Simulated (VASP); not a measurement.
Calculation: PBEsol GGA, VASP's PBE PAW potentials (set 64) (plane waves; VASP). Each cell was relaxed at this level.

### Question
Which of these has an unstable (imaginary) mode at Γ?
(A) Cd2TeSe, P-4m2 (115)
(B) PbO2, P4_2/mnm (136)
(C) LuSe, Fm-3m (225)
(D) TcN, P6_3/mmc (194)

### Answer
D, TcN, P6_3/mmc (194). Its optical Γ-point modes are 174i, 99 (×2), 279, 448 (×2), 509 (×2), 643 cm⁻¹.
